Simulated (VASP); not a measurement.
Consider the following.

```
CELL_PARAMETERS angstrom
      1.79815    -3.11449     0.00000
      1.79815     3.11449     0.00000
      0.00000     0.00000     7.11940
ATOMIC_POSITIONS crystal
  Pt 0.00000 0.00000 0.00000
  S  0.33333 0.66667 0.17247
  S  0.66667 0.33333 0.82753
```

Level of theory: RPBE GGA, VASP's PBE PAW potentials (set 64) (plane waves; VASP). Settings: 520 eV cut-off, 8×8×4 Γ-centred mesh, tetrahedra with Blöchl corrections, potentials Pt S.

Without a dispersion term in the relaxation, distances and binding between the weakly bound layers, chains or molecules are unreliable, and so is what depends on them.

Task: What does the run give for the energy per atom (σ→0)?

Result: 
```yaml
energy per atom (σ→0): -4.761 eV/atom
```

Only differences to runs with the same potentials and settings are physical.

The compound is PtS2 in the 1T layered structure. It was relaxed first, which changed the volume by +46 %.
